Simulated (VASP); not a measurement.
```xyz
2
Lattice="4.1249 -2.2918 -0.0238 4.1249 2.2918 -0.0238 2.8733 0.0000 3.7433" Properties=species:S:1:pos:R:3 pbc="T T T"
Bi     2.6389     0.0000     0.8768
Bi     8.4843     0.0000     2.8189
```

Method: LDA (Ceperley-Alder, Perdew-Zunger), VASP's LDA PAW potentials (set 64) (plane waves; VASP 6.6.1). Settings: 520 eV cut-off, 10×10×10 Γ-centred mesh, first-order Methfessel-Paxton smearing of 0.10 eV, potentials Bi_d.

The ions and cell shape at fixed volume are relaxed. Which structure does the run end with?

```xyz
2
Lattice="4.1785 -2.2745 0.0045 4.1785 2.2745 0.0045 2.9364 0.0000 3.7431" Properties=species:S:1:pos:R:3 pbc="T T T"
Bi     2.6443     0.0000     0.8786
Bi     8.6491     0.0000     2.8736
```
Space group R-3m (166), at a tolerance of 0.03 Å.

How much energy does the relaxation gain?

The energy (σ→0) changes by -4.4 meV/atom, in 6 ionic steps.

```json
[
 {"step": "1", "E(σ→0) (eV)": "-9.0944", "max force (eV/Å)": "0.210", "pressure (GPa)": "-2.77", "volume (Å³)": "71.09"},
 {"step": "2", "E(σ→0) (eV)": "-9.0983", "max force (eV/Å)": "0.151", "pressure (GPa)": "-2.61", "volume (Å³)": "71.09"},
 {"step": "3", "E(σ→0) (eV)": "-9.1023", "max force (eV/Å)": "0.046", "pressure (GPa)": "-2.06", "volume (Å³)": "71.09"},
 {"step": "4", "E(σ→0) (eV)": "-9.1025", "max force (eV/Å)": "0.012", "pressure (GPa)": "-2.15", "volume (Å³)": "71.09"},
 {"step": "5", "E(σ→0) (eV)": "-9.1031", "max force (eV/Å)": "0.007", "pressure (GPa)": "-2.10", "volume (Å³)": "71.09"},
 {"step": "6", "E(σ→0) (eV)": "-9.1033", "max force (eV/Å)": "0.001", "pressure (GPa)": "-2.04", "volume (Å³)": "71.09"}
]
```

The compound is Bi in the a7 structure. This cell is one point of a volume scan, at 1.06 of the reference volume. Symmetry was kept, so distortions that lower it aren't found.
